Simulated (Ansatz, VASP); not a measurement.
## W (W(210)): VASP beside Ansatz

Wanted: the spread between two codes on one cell, functional and k mesh. The cell is taken from a series of runs on this material, whose earlier steps may have relaxed, scaled, displaced or heated it; both programs get it as it stands.

Program: Ansatz 0.2.0. Level of theory: plane waves, with VASP 6.6.1 beside it; single point at PBE. Results are calculated unless marked as measured.

### 1. Starting point

The cell holds 25 atoms: 25 W. Cell: a = 3.160 Å, b = 7.066 Å, c = 32.958 Å, α = 90.0°, β = 90.0°, γ = 90.0°. Vacuum lies along c.

### 2. VASP: single point, PBE

A single point gives forces, pressure and levels at one fixed geometry, so differences don't come from the geometry; what else differs is listed under the comparison.

Lines of VASP's logs that name or quote its potential files are left out, and so is its time.

INCAR

```
SYSTEM = W
PREC = Accurate
ENCUT = 520
EDIFF = 1E-06
NELM = 120
ISMEAR = 1
SIGMA = 0.1
LREAL = .FALSE.
ALGO = Normal
GGA = PE
NBANDS = 92
LASPH = .TRUE.
LORBIT = 11
LWAVE = .FALSE.
LCHARG = .FALSE.
ISIF = 2
LDIPOL = .TRUE.
IDIPOL = 3
DIPOL = 0.5 0.5 0.5
LVHAR = .TRUE.
GGA_COMPAT = .FALSE.
NELMDL = -8
KPAR = 4
```

POSCAR

```
W
1.0
    3.1600000000      0.0000000000      0.0000000000
    0.0000000000      7.0659748089      0.0000000000
    0.0000000000      0.0000000000     32.9583395414
W
25
Direct
    0.0000000000      0.4000000000      0.2427306749
    0.5000000000      0.7000000000      0.2641697853
    0.0000000000      0.0000000000      0.2856088957
    0.5000000000      0.3000000000      0.3070480062
    0.0000000000      0.6000000000      0.3284871166
    0.5000000000      0.9000000000      0.3499262270
    0.0000000000      0.2000000000      0.3713653374
    0.5000000000      0.5000000000      0.3928044479
    0.0000000000      0.8000000000      0.4142435583
    0.5000000000      0.1000000000      0.4356826687
    0.0000000000      0.4000000000      0.4571217791
    0.5000000000      0.7000000000      0.4785608896
    0.0000000000      0.0000000000      0.5000000000
    0.5000000000      0.3000000000      0.5214391104
    0.0000000000      0.6000000000      0.5428782209
    0.5000000000      0.9000000000      0.5643173313
    0.0000000000      0.2000000000      0.5857564417
    0.5000000000      0.5000000000      0.6071955521
    0.0000000000      0.8000000000      0.6286346626
    0.5000000000      0.1000000000      0.6500737730
    0.0000000000      0.4000000000      0.6715128834
    0.5000000000      0.7000000000      0.6929519938
    0.0000000000      0.0000000000      0.7143911043
    0.5000000000      0.3000000000      0.7358302147
    0.0000000000      0.6000000000      0.7572693251
```

KPOINTS

```
Automatic mesh
0
Gamma
12 6 1
0 0 0
```

PAW data sets: W (PBE family, release 64).

Started as:

```
mpirun -np 4 vasp_std
```

Numbers of over 12 decimals in the logs are rounded to 6 here.

What it wrote:

```text
[banner, memory and clock lines left out]
running    4 mpi-ranks, on    1 nodes
 distrk:  each k-point on    1 cores,    4 groups
 distr:  one band on    1 cores,    1 groups

 POSCAR found type information on POSCAR W
 POSCAR found :  1 types and      25 ions
|                                                                             |
|               ----> ADVICE to this user running VASP <----                  |
|                                                                             |
|     You have a (more or less) 'large supercell' and for larger cells it     |
|     might be more efficient to use real-space projection operators.         |
|     Therefore, try LREAL= Auto in the INCAR file.                           |
|     Mind: For very accurate calculation, you might also keep the            |
|     reciprocal projection scheme (i.e. LREAL=.FALSE.).                      |
|                                                                             |

 LDA part: xc-table for (Slater+PW92), standard interpolation
 POSCAR, INCAR and KPOINTS ok, starting setup
 FFT: planning ... GRIDC
 FFT: planning ... GRID_SOFT
 FFT: planning ... GRID
 WAVECAR not read
 entering main loop
       N       E                     dE             d eps       ncg     rms          rms(c)
DAV:   1     0.759759500412E+03    0.75976E+03   -0.60709E+04  5152   0.136E+03
DAV:   2    -0.220353037821E+03   -0.98011E+03   -0.92927E+03  6592   0.318E+02
DAV:   3    -0.326568570154E+03   -0.10622E+03   -0.10221E+03  7380   0.885E+01
DAV:   4    -0.334436113393E+03   -0.78675E+01   -0.75976E+01  8080   0.206E+01
DAV:   5    -0.334923343411E+03   -0.48723E+00   -0.46431E+00  7944   0.467E+00
DAV:   6    -0.334971220559E+03   -0.47877E-01   -0.45770E-01  8240   0.109E+00
DAV:   7    -0.334977211987E+03   -0.59914E-02   -0.57730E-02  8024   0.281E-01
DAV:   8    -0.334978194571E+03   -0.98258E-03   -0.95587E-03  8224   0.763E-02    0.971E+01
DAV:   9    -0.377327907691E+03   -0.42350E+02   -0.31877E+02  9956   0.463E+01    0.558E+01
DAV:  10    -0.100850480035E+04   -0.63118E+03   -0.92842E+03  9720   0.219E+02    0.923E+01
DAV:  11    -0.474754837408E+03    0.53375E+03   -0.14619E+03  7108   0.120E+02    0.489E+01
DAV:  12    -0.311698497362E+03    0.16306E+03   -0.85710E+02  8848   0.498E+01    0.280E+01
DAV:  13    -0.320511286089E+03   -0.88128E+01   -0.30351E+02  8528   0.384E+01    0.175E+01
DAV:  14    -0.319490203549E+03    0.10211E+01   -0.43317E+01  8296   0.163E+01    0.140E+01
[...]
DAV:  34    -0.314518114528E+03    0.11601E-03   -0.20603E-04  7448   0.511E-02    0.197E-01
DAV:  35    -0.314518160251E+03   -0.45724E-04   -0.18726E-04  7856   0.377E-02    0.166E-01
DAV:  36    -0.314518152681E+03    0.75700E-05   -0.48511E-05  7264   0.205E-02    0.136E-01
DAV:  37    -0.314518075604E+03    0.77077E-04   -0.47209E-04  7584   0.614E-02    0.306E-02
DAV:  38    -0.314518082087E+03   -0.64824E-05   -0.88113E-05  6672   0.269E-02    0.228E-02
DAV:  39    -0.314518085282E+03   -0.31953E-05   -0.30004E-05  8024   0.170E-02    0.149E-02
DAV:  40    -0.314518090973E+03   -0.56914E-05   -0.56497E-06  6120   0.699E-03    0.140E-02
DAV:  41    -0.314518091862E+03   -0.88843E-06   -0.69662E-06  5944   0.622E-03
   1 F= -.31451809E+03 E0= -.31451755E+03  d E =-.162013E-02
```

Parts of OUTCAR (step 2):

```text
ion  position               nearest neighbor table
   1  0.000  0.400  0.243-   2 2.74   2 2.74   4 2.74   4 2.74   3 3.16   5 3.16
   2  0.500  0.700  0.264-   1 2.74   1 2.74   3 2.74   3 2.74   5 2.74   5 2.74   6 3.16   4 3.16

  LATTYP: Found a simple orthorhombic cell.
 ALAT       =     3.1600000000
 B/A-ratio  =     2.2360679775
 C/A-ratio  =    10.4298542853

 Subroutine GETGRP returns: Found  4 space group operations
 (whereof  4 operations were pure point group operations)

The static configuration has the point symmetry C_2h.

 Found     28 irreducible k-points:

   k-points           NKPTS =     28   k-points in BZ     NKDIM =     28   number of bands    NBANDS=     92

   dimension x,y,z NGX =    24 NGY =   54 NGZ =  250
   dimension x,y,z NGXF=    48 NGYF=  108 NGZF=  500

   ENCUT  =  520.0 eV  38.22 Ry    6.18 a.u.   5.88 13.14 61.28*2*pi/ulx,y,z

   NELECT =     150.0000    total number of electrons

 k-points in reciprocal lattice and weights: Automatic mesh
   0.00000000  0.00000000  0.00000000       0.014
   0.08333333  0.00000000  0.00000000       0.028
   0.16666667  0.00000000  0.00000000       0.028
   0.25000000  0.00000000  0.00000000       0.028
   0.33333333  0.00000000  0.00000000       0.028
   0.41666667  0.00000000  0.00000000       0.028
   0.50000000  0.00000000  0.00000000       0.014
   0.00000000  0.16666667  0.00000000       0.028
   0.08333333  0.16666667  0.00000000       0.056
[...]
0.41666667  0.50000000  0.00000000       0.028
   0.50000000  0.50000000  0.00000000       0.014

 dipolmoment           0.000000      0.000000     -0.000000 electrons x Angstroem

 average (electrostatic) potential at core
       1 -43.4492       2 -43.4706       3 -43.3776       4 -43.4089       5 -43.5213
       6 -43.4176       7 -43.4613       8 -43.4338       9 -43.4801      10 -43.4549
      11 -43.4899      12 -43.4678      13 -43.4956      14 -43.4678      15 -43.4899
      16 -43.4549      17 -43.4801      18 -43.4338      19 -43.4613      20 -43.4176
      21 -43.5213      22 -43.4089      23 -43.3776      24 -43.4706      25 -43.4492

 E-fermi :   2.2504

 k-point     1 :       0.0000    0.0000    0.0000
  band No.  band energies     occupation
    ...
     74       1.9892      2.00138
     75       1.9963      2.00192
     76       2.0105      2.00360
     77       2.0755      2.03295
     78       2.1730      1.96611
     79       2.2941      0.33357
     80       2.4561     -0.01325
     81       2.4723     -0.00741
     82       2.5051     -0.00187
     83       2.5915     -0.00002
    ...

 k-point     2 :       0.0833    0.0000    0.0000
  band No.  band energies     occupation
    ...
     75       1.9682      2.00049
     76       2.0674      2.02661
     77       2.1409      2.06475
     78       2.2417      1.14636
     79       2.2545      0.93159
     80       2.5569     -0.00013
     81       2.6185     -0.00000
     82       2.6709     -0.00000
     83       2.7128     -0.00000
     84       2.7266     -0.00000
    ...

 k-point     3 :       0.1667    0.0000    0.0000
  band No.  band energies     occupation
    ...
     71       1.3799      2.00000
     72       1.6020      2.00000
     73       1.9017      2.00001
     74       1.9818      2.00097
     75       2.1782      1.93492
     76       2.3460     -0.03982
     77       2.4148     -0.04214
     78       2.4299     -0.02927
     79       2.4661     -0.00933
     80       2.8411     -0.00000
    ...

  Total      -13.2520384     -9.4718354     -5.5458917      0.0000000     -0.5632825      0.0000000
  in kB      -28.8515251    -20.6214991    -12.0741753      0.0000000     -1.2263442      0.0000000
  external PRESSURE =     -20.5157332 kB  Pullay stress =       0.0000000 kB

  energy-cutoff  :      520.00
  volume of cell :      735.91
      direct lattice vectors                 reciprocal lattice vectors
     3.160000000  0.000000000  0.000000000     0.316455696  0.000000000  0.000000000
     0.000000000  7.065974809  0.000000000     0.000000000  0.141523290  0.000000000
     0.000000000  0.000000000 32.958339541     0.000000000  0.000000000  0.030341334

 POSITION                                       TOTAL-FORCE (eV/Angst)
 -----------------------------------------------------------------------------------
      0.00000      2.82639      8.00000        -0.000000      0.843291      2.010578
      1.58000      4.94618      8.70660        -0.000000     -0.963548      0.299154
      0.00000      0.00000      9.41319        -0.000000     -0.254898     -0.242184
      1.58000      2.11979     10.11979        -0.000000      0.058323     -1.421390
      0.00000      4.23958     10.82639        -0.000000      0.171805     -0.697836
      1.58000      6.35938     11.53299        -0.000000      0.171959     -0.498991
      0.00000      1.41319     12.23958        -0.000000      0.110565      0.122706
      1.58000      3.53299     12.94618         0.000000      0.029860      0.089102
      0.00000      5.65278     13.65278         0.000000     -0.087627     -0.067572
      1.58000      0.70660     14.35938        -0.000000     -0.049011     -0.039027
      0.00000      2.82639     15.06597        -0.000000     -0.010038     -0.055208
      1.58000      4.94618     15.77257        -0.000000      0.029463     -0.042109
      0.00000      0.00000     16.47917        -0.000000     -0.000000      0.000000
      1.58000      2.11979     17.18577        -0.000000     -0.029463      0.042109
      0.00000      4.23958     17.89236        -0.000000      0.010038      0.055208
      1.58000      6.35938     18.59896        -0.000000      0.049011      0.039027
      0.00000      1.41319     19.30556        -0.000000      0.087627      0.067572
      1.58000      3.53299     20.01216        -0.000000     -0.029860     -0.089102
      0.00000      5.65278     20.71875        -0.000000     -0.110565     -0.122706
      1.58000      0.70660     21.42535        -0.000000     -0.171959      0.498991
      0.00000      2.82639     22.13195        -0.000000     -0.171805      0.697836
      1.58000      4.94618     22.83855        -0.000000     -0.058323      1.421390
      0.00000      0.00000     23.54514         0.000000      0.254898      0.242184
      1.58000      2.11979     24.25174        -0.000000      0.963548     -0.299154
      0.00000      4.23958     24.95834        -0.000000     -0.843291     -2.010578
 -----------------------------------------------------------------------------------
    total drift:                                0.000000     -0.000000     -0.000000

  FREE ENERGIE OF THE ION-ELECTRON SYSTEM (eV)
  ---------------------------------------------------
  free  energy   TOTEN  =      -314.5180918619 eV

  energy  without entropy=     -314.5164717298  energy(sigma->0) =     -314.51755182

 vacuum level on the upper side and lower side of the slab         6.547         6.547

 total charge
# of ion       s       p       d       tot
------------------------------------------
    1        0.657   0.354   3.988   5.000
    2        0.666   0.559   4.004   5.228
    3        0.665   0.566   4.041   5.272
    4        0.690   0.691   4.157   5.538
    5        0.678   0.711   4.169   5.559
    6        0.678   0.714   4.182   5.573
    7        0.680   0.720   4.174   5.574
    8        0.680   0.722   4.180   5.582
    9        0.681   0.728   4.166   5.575
   10        0.680   0.729   4.170   5.579
   11        0.681   0.733   4.160   5.574
   12        0.681   0.732   4.166   5.579
   13        0.681   0.734   4.159   5.574
   14        0.681   0.732   4.166   5.579
   15        0.681   0.733   4.160   5.574
   16        0.680   0.729   4.170   5.579
   17        0.681   0.728   4.166   5.575
   18        0.680   0.722   4.180   5.582
   19        0.680   0.720   4.174   5.574
   20        0.678   0.714   4.182   5.573
   21        0.678   0.711   4.169   5.559
   22        0.690   0.691   4.157   5.538
   23        0.665   0.566   4.041   5.272
   24        0.666   0.559   4.004   5.228
   25        0.657   0.354   3.988   5.000
--------------------------------------------------
tot         16.915  16.652 103.273 136.840

[... 3 further parts left out ...]
```

The data set W keeps the semicore shell frozen, which is cheaper and a little less accurate.

[end of part 1 of 2]

[Lines on the potential files, build, host, timing and source positions are cut from VASP's logs without a mark.]

[Logs are printed without paths, hosts, clocks, repeated set-up lines and the standing remarks that a program may print on its own settings, such as how far it seeks lower states.]

[Hosts, paths, dates, database ids (printed as entryN), source tags and the programs' standing remarks are cut or masked in the printed files.]
